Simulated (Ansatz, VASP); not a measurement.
# One calculation of GeCSe3, two programs

File INCAR:

```
SYSTEM = GeCSe3
ALGO     = Normal         ! electronic algorithm
EDIFF    = 1E-6           ! SCF threshold, eV
ENCUT    = 520            ! plane-wave cutoff, eV
GGA      = PS             ! functional
ISIF     = 2              ! what is computed and relaxed
ISMEAR   = 0              ! smearing method
LASPH    = .TRUE.         ! aspherical terms in the spheres
LCHARG   = .FALSE.        ! write CHGCAR
LREAL    = .FALSE.        ! projectors in reciprocal space
LWAVE    = .FALSE.        ! write WAVECAR
NBANDS   = 26             ! bands
NELM     = 100            ! most SCF steps
PREC     = Accurate       ! precision mode
SIGMA    = 0.05           ! smearing width, eV
```

KPOINTS

```
k-points
0
G
  4 4 4
  0 0 0
```

File POSCAR:

```
GeCSe3
1.0
    4.5600000000      0.0000000000      0.0000000000
    0.0000000000      4.5600000000      0.0000000000
    0.0000000000      0.0000000000      4.5600000000
Ge C Se
1 1 3
Direct
    0.0000000000      0.0000000000      0.0000000000
    0.5000000000      0.5000000000      0.5000000000
    0.5000000000      0.5000000000      0.0000000000
    0.5000000000      0.0000000000      0.5000000000
    0.0000000000      0.5000000000      0.5000000000
```

Input for Ansatz:

```yaml
crystal:
  lattice:
    - [4.56, 0.0, 0.0]
    - [0.0, 4.56, 0.0]
    - [0.0, 0.0, 4.56]
  atoms:
    - { symbol: Ge, position: [0.0, 0.0, 0.0] }
    - { symbol: C, position: [0.5, 0.5, 0.5] }
    - { symbol: Se, position: [0.5, 0.5, 0.0] }
    - { symbol: Se, position: [0.5, 0.0, 0.5] }
    - { symbol: Se, position: [0.0, 0.5, 0.5] }
basis:
  ecutwfc: 420
kpoints:
  mp_grid: { grid: [4, 4, 4] }
hamiltonian:
  xc: pbesol
scf:
  occupations: { method: gaussian, width: 0.05 }
output:
  forces: true
  stress: true
  eigenvalues: true
```

The cell comes from a database or a generator and needn't be the stable form of this composition.

Alike in both runs: task single point; functional PBEsol; k mesh 4 × 4 × 4; occupations gaussian, width 0.05 eV; no spin polarisation.

|  | VASP | Ansatz |
| --- | --- | --- |
| version | VASP 6.6.1 | Ansatz 0.2.0 |
| potentials or method | VASP PAW PBE potentials, release 64 (Ge_d, C, Se) | scalar-relativistic, plane waves, PAW |
| plane-wave cutoff (eV) | 520 | 420 |
| valence electrons in the cell | 36 | 66 |

|  | VASP | Ansatz | Ansatz less VASP |
| --- | --- | --- | --- |
| gap on the k mesh at the Fermi level (eV) | none | none | - |
| pressure (GPa) | -6.0 | -6.0 | -0.09 |

A gap of «none» marks a metal or a gap that the smearing closes. The two sets of potentials don't hold the same shells in valence.

Caveats: the PAW data sets were made with another functional, which shifts forces and pressure a little (VASP).
